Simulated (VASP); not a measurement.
A convergence study with VASP on ZrB$_{2}$ (space group P6/mmm): one setting is varied, all else stays as given below, so the limit is that of these other settings.

```
ZrB2
1.0
    1.59292    -2.75903     0.00000
    1.59292     2.75903     0.00000
    0.00000     0.00000     3.54765
Zr B
1 2
Direct
  0.00000   0.00000   0.00000
  0.33333   0.66667   0.50000
  0.66667   0.33333   0.50000
```

Calculation: PBE GGA, VASP's PBE PAW potentials (set 64) (plane waves; VASP). The tightest run used: 480 eV cut-off, 12×12×9 Γ-centred mesh, Fermi-Dirac smearing of 0.10 eV, potentials Zr_sv B.

```csv
setting,highest Γ mode (cm⁻¹),plane waves
ENCUT = 200,814.2,213
ENCUT = 240,754.9,276
ENCUT = 280,742.7,346
```

**Question.** These are the cheaper rows. Estimate the results at ENCUT = 480, and how far the last row shown lies from them.

**Answer.** 
```
quantity               tightest run  last row shown is off by
---------------------  ------------  ------------------------
highest Γ mode (cm⁻¹)         752.1                      -9.4
```

Left out are rungs that failed or repeat a setting and relaxations that didn't move; long series are thinned to 24 rows.

The structure is a typed ZrB2 crystal (space group no. 191). The cell was not relaxed at this level.
